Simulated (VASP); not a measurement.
Calculation: PBE GGA, VASP's PBE PAW potentials (set 64) (plane waves; VASP 6.6.1).

A VASP calculation is set up with these files.

File POSCAR:
```
Mo
1
   -1.5750000000     1.5750000000     1.5750000000
    1.5750000000    -1.5750000000     1.5750000000
    1.5750000000     1.5750000000    -1.5750000000
Mo
1
Direct
  0.0000000000   0.0000000000   0.0000000000
```

**INCAR**
```
ALGO=Normal
EDIFF=1E-6
EDIFFG=-0.01
ENCUT=480
GGA=PE
IBRION=2
ISIF=3
ISMEAR=1
LASPH=.TRUE.
LCHARG=.FALSE.
LMAXMIX=4
LREAL=.FALSE.
LWAVE=.FALSE.
NELM=100
NSW=60
PREC=Accurate
SIGMA=0.1
SYSTEM=Mo
```

KPOINTS:
```
Regular mesh
0
G
  15 15 15
```

POTCAR, in this order: Mo (PBE.64 set). Program: vasp_std.

Output of the run:

### OSZICAR
```
       N       E                     dE             d eps       ncg     rms          rms(c)
DAV:   1     0.756584733761E+01    0.75658E+01   -0.27395E+03  1687   0.678E+02
DAV:   2    -0.114615401332E+02   -0.19027E+02   -0.18460E+02  1974   0.129E+02
DAV:   3    -0.116703747590E+02   -0.20883E+00   -0.20800E+00  2114   0.163E+01
DAV:   4    -0.116705123066E+02   -0.13755E-03   -0.13755E-03  2590   0.355E-01
DAV:   5    -0.116705123406E+02   -0.34018E-07   -0.34546E-07  2163   0.342E-03    0.139E+01
DAV:   6    -0.111080361321E+02    0.56248E+00   -0.71038E-01  2086   0.668E+00    0.525E+00
DAV:   7    -0.109524680810E+02    0.15557E+00   -0.42787E-01  2191   0.497E+00    0.731E-01
DAV:   8    -0.109475047973E+02    0.49633E-02   -0.42536E-03  1911   0.472E-01    0.235E-01
DAV:   9    -0.109474301923E+02    0.74605E-04   -0.28623E-04  2156   0.160E-01    0.237E-02
DAV:  10    -0.109474344709E+02   -0.42785E-05   -0.30540E-06  2093   0.187E-02    0.398E-03
DAV:  11    -0.109474342076E+02    0.26329E-06   -0.68344E-08  1386   0.231E-03
   1 F= -.10947434E+02 E0= -.10947263E+02  d E =-.109474E+02
       N       E                     dE             d eps       ncg     rms          rms(c)
DAV:   1    -0.109475343014E+02   -0.99831E-04   -0.12910E-02  1869   0.105E+00    0.266E-01
DAV:   2    -0.109473045394E+02    0.22976E-03   -0.33732E-04  2058   0.156E-01    0.101E-01
DAV:   3    -0.109472455734E+02    0.58966E-04   -0.17547E-04  1939   0.962E-02    0.544E-03
DAV:   4    -0.109472437139E+02    0.18595E-05   -0.14782E-06  1813   0.978E-03    0.161E-03
DAV:   5    -0.109472426761E+02    0.10378E-05   -0.49677E-07   889   0.371E-03    0.536E-04
DAV:   6    -0.109472427093E+02   -0.33221E-07   -0.18603E-08   861   0.118E-03
   2 F= -.10947243E+02 E0= -.10947070E+02  d E =0.191498E-03
       N       E                     dE             d eps       ncg     rms          rms(c)
DAV:   1    -0.109476100950E+02   -0.36742E-03   -0.72629E-03  1869   0.790E-01    0.200E-01
DAV:   2    -0.109474829917E+02    0.12710E-03   -0.18698E-04  2051   0.116E-01    0.755E-02
DAV:   3    -0.109474565232E+02    0.26468E-04   -0.99829E-05  1918   0.727E-02    0.460E-03
DAV:   4    -0.109474576478E+02   -0.11246E-05   -0.80940E-07  1540   0.738E-03    0.125E-03
DAV:   5    -0.109474585499E+02   -0.90213E-06   -0.29986E-07   882   0.286E-03
   3 F= -.10947459E+02 E0= -.10947287E+02  d E =-.243424E-04
```

OUTCAR:
```
------------------------ aborting loop because EDIFF is reached ----------------------------------------
  FORCE on cell =-STRESS in cart. coord.  units (eV):
  Direction    XX          YY          ZZ          XY          YZ          ZX
  --------------------------------------------------------------------------------------
  Total        0.0019658      0.0019658      0.0019658     -0.0000000      0.0000000      0.0000000
  in kB        0.2012602      0.2012602      0.2012602     -0.0000000      0.0000000      0.0000000
  external PRESSURE =       0.2012602 kB  Pullay stress =       0.0000000 kB
  volume of cell :       15.65
      direct lattice vectors                 reciprocal lattice vectors
    -1.575708419  1.575708419  1.575708419     0.000000000  0.317317591  0.317317591
     1.575708419 -1.575708419  1.575708419     0.317317591  0.000000000  0.317317591
     1.575708419  1.575708419 -1.575708419     0.317317591  0.317317591  0.000000000
 POSITION                                       TOTAL-FORCE (eV/Angst)
 -----------------------------------------------------------------------------------
      0.00000      0.00000      0.00000         0.000000     -0.000000      0.000000
 -----------------------------------------------------------------------------------
    total drift:                               -0.000000     -0.000000      0.000000
  FREE ENERGIE OF THE ION-ELECTRON SYSTEM (eV)
  ---------------------------------------------------
  free  energy   TOTEN  =       -10.9474585499 eV

  energy  without entropy=      -10.9469436287  energy(sigma->0) =      -10.94728691

 reached required accuracy - stopping structural energy minimisation
```
(Selected blocks of OUTCAR.)

CONTCAR:
```
Mo
   1.00000000000000
    -1.5757084193065956    1.5757084193065956    1.5757084193065956
     1.5757084193065956   -1.5757084193065956    1.5757084193065956
     1.5757084193065956    1.5757084193065956   -1.5757084193065956
  Mo
     1
Direct
     0.0000000000000000    0.0000000000000000    0.0000000000000000
```

### OUTCAR
```
 val. band max:        6.7468913168   @ k =  -0.1333   0.1333   0.1333

 cond. band min:       6.7589749366   @ k =   0.0667   0.0667   0.0667


 Fermi energy:         6.7500530818

 k-point     1 :       0.0000    0.0000    0.0000
  band No.  band energies     occupation
      1      -0.3886      2.00000
      2       5.4240      2.00000
      3       5.4240      2.00000
      4       5.4240      2.00000
      5       8.4284     -0.00000
      6       8.4284     -0.00000
      7      23.2329      0.00000

 k-point     2 :       0.0667    0.0000    0.0000
  band No.  band energies     occupation
      1      -0.1990      2.00000
      2       5.3166      2.00000
      3       5.4087      2.00000
      4       5.6107      2.00000
      5       8.2771     -0.00000
      6       8.4346     -0.00000
      7      23.3632      0.00000

 k-point     3 :       0.1333    0.0000    0.0000
  band No.  band energies     occupation
      1       0.3319      2.00000
      2       5.0260      2.00000
      3       5.3317      2.00000
      4       6.1593      2.00000
      5       7.9844     -0.00000
      6       8.4611     -0.00000
      7      23.5958      0.00000

 k-point     4 :       0.2000    0.0000    0.0000
  band No.  band energies     occupation
      1       1.0603      2.00000
      2       4.6284      2.00000
      3       5.2042      2.00000
      4       7.0326     -0.00048
      5       7.8473     -0.00000
      6       8.5257     -0.00000
      7      23.4240      0.00000

 k-point     5 :       0.2667    0.0000    0.0000
  band No.  band energies     occupation
      1       1.6581      2.00000
      2       4.2089      2.00000
      3       5.3367      2.00000
      4       7.9654     -0.00000
      5       8.1606     -0.00000
      6       8.6401     -0.00000
      7      22.5330      0.00000

 k-point     6 :       0.3333    0.0000    0.0000
  band No.  band energies     occupation
      1       1.8007      2.00000
...
```

The compound is Mo in the bcc structure. This run relaxes it. Symmetry was kept, so distortions that lower it aren't found.
